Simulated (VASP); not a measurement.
VASP input:

File POSCAR:
```
YN
1
    0.0000000000     2.4111855927     2.4111855927
    2.4111855927    -0.0000000000     2.4111855927
    2.4111855927     2.4111855927    -0.0000000000
Y N
1 1
Direct
  0.0000000000   0.0000000000   0.0000000000
  0.5000000000   0.5000000000   0.5000000000
```

KPOINTS:
```
Regular mesh
0
G
12 12 12
```

### INCAR
```
EDIFF=1E-6
LREAL=.FALSE.   ! projection in real space or not
LCHARG=.FALSE.
EDIFFG=-0.01   ! ionic stop
ALGO=Normal
NSW=60   ! most ionic steps
SYSTEM=YN
LWAVE=.FALSE.
PREC=Accurate
LMAXMIX=4   ! l cut-off of mixed one-centre charges
ENCUT=520   ! plane-wave cut-off (eV)
ISIF=3
LASPH=.TRUE.   ! aspherical one-centre terms
ISMEAR=1
NELM=100   ! most electronic steps
IBRION=2
SIGMA=0.1
```

POTCAR, in this order: Y_sv N (LDA.64 set). Program: vasp_std.

Translate this LDA calculation to Ansatz.

One equivalent input (not run):
Ansatz 0.2 input:
```yaml
crystal:
  lattice:
    - [0.0000000, 2.4111856, 2.4111856]
    - [2.4111856, 0.0000000, 2.4111856]
    - [2.4111856, 2.4111856, 0.0000000]
  atoms:
    - { symbol: Y, position: [0.0000000, 0.0000000, 0.0000000] }
    - { symbol: N, position: [0.5000000, 0.5000000, 0.5000000] }
kpoints:
  mp_grid: { grid: [12, 12, 12] }
hamiltonian:
  xc: lda
  pseudopotentials: { kind: paw }
scf:
  occupations: { method: methfessel_paxton, width: 0.1 }
  max_iter: 100
relax:
  max_steps: 60
  f_tol: 0.01
  cell: {}
output: { forces: true, stress: true, eigenvalues: true }
```
What does not carry over: each code has its own PAW files, so the cut-off isn't converted (ENCUT is set for VASP's; basis.ecutwfc is left out, and Ansatz then takes the one that its files recommend); Ansatz stops its SCF on the density residual and VASP on the energy change (EDIFF); Ansatz's lda is the Perdew-Wang form, while the LDA potentials of VASP carry Perdew-Zunger's.

The compound is YN in the rock salt structure. It was relaxed first. The start is the result of an earlier pass.
